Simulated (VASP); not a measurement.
Runs of VASP 6.6.1 on InH3. Symmetry: P4/mmm, No. 123, tetragonal system. The conventional cell has a = 2.980 Å, b = 2.980 Å, c = 5.652 Å, α = 90.00°, β = 90.00°, γ = 90.00°. In (site symmetry 4/mmm) has 4 In at 2.98 Å and 8 H at 3.19 Å as nearest neighbours. H (site symmetry mmm) has 2 H at 1.49 Å as nearest neighbours. H (site symmetry 4/mmm) is surrounded by 4 H at 1.49 Å. The cell was built by a generator and needn't be a form met in nature.

| task | level | cell | cutoff (eV) | smearing | other keys | gap on the mesh (eV) | pressure (GPa) | relaxed volume (Å³/atom) |
| --- | --- | --- | --- | --- | --- | --- | --- | --- |
| relaxation of cell and atoms | RPBE | relaxed | 600 | gaussian 0.05 eV | - | none | 0.0 | (a) |
| single point | PBE | as given | 520 | fermi-dirac 0.05 eV | - | none | -6.4 | - |
| relaxation of cell and atoms | PBE | relaxed | 600 | gaussian 0.05 eV | - | none | 0.1 | 9.15 |
| single point | LMBJ | as given | 520 | fermi-dirac 0.05 eV | AMIX = 0.2; BMIX = 0.0001; AMIX_MAG = 0.8; BMIX_MAG = 0.0001; ISYM = 1 | none | - | - |

Alike in all rows: potentials or basis VASP PAW PBE potentials, release 64 (In_d, H); no spin polarisation; k mesh 9 × 9 × 5.

Problem. Fill in the values left out.

Solution. (a) 10.04.

Caveats: the volume moved by over 15 % at a fixed basis, so the end points are rough (some runs); the PAW data sets were made with another functional, which shifts forces and pressure a little (some runs).

A k mesh can miss the band edges, and the runs leave out spin-orbit coupling on In.

A gap of «none» marks a metal or a gap under the smearing width.
